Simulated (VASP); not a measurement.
Crystal: MnO (Manganosite).

```xyz
2
Lattice="0.0000 2.2230 2.2230 2.2230 0.0000 2.2230 2.2230 2.2230 0.0000" Properties=species:S:1:pos:R:3 pbc="T T T"
Mn    0.0000    0.0000    0.0000
O     2.2230    2.2230    2.2230
```

| Property | Result |
| --- | --- |
| Program | VASP 6.6.1 |
| Task | relaxation of cell and atoms |
| Functional | PBE |
| Potentials or basis | VASP PAW PBE potentials, release 64 (Mn_pv, O) |
| Cutoff | 600 eV |
| k mesh | 14 × 14 × 14 |
| Occupations | gaussian, width 0.03 eV |
| Spin | collinear spin, ferromagnetic start |
| Starting moments | [5.0, 0.0] μB |
| Hubbard terms | Mn d U = 3.9 eV |

At the start: pressure 7.4 GPa; volume 10.99 Å³/atom.

Question: How do energy, volume and symmetry change on relaxing?

Answer: Over 3 steps the energy falls by 11.7 meV/atom and the volume is 11.51 Å³/atom (+4.8 %); space group Fm-3m (No. 225, to 0.05 Å); moment 5.00 μB per cell.

Step by step:
| step | energy change (eV) | largest force (eV/Å) | pressure (GPa) | volume (Å³) |
| --- | --- | --- | --- | --- |
| 1 | 0.0000 | 0.0000 | 7.40 | 21.97 |
| 2 | -0.0167 | 0.0000 | -3.54 | 23.63 |
| 3 | -0.0234 | 0.0000 | 0.01 | 23.02 |

Final structure:
```yaml
crystal:
  lattice:
    - [0.00000, 2.25798, 2.25798]
    - [2.25798, 0.00000, 2.25798]
    - [2.25798, 2.25798, 0.00000]
  atoms:
    - { symbol: Mn, position: [0.00000, 0.00000, 0.00000] }
    - { symbol: O, position: [0.50000, 0.50000, 0.50000] }
```

Caveat: a cell with one magnetic atom can't hold antiferromagnetic order, which such compounds often take.
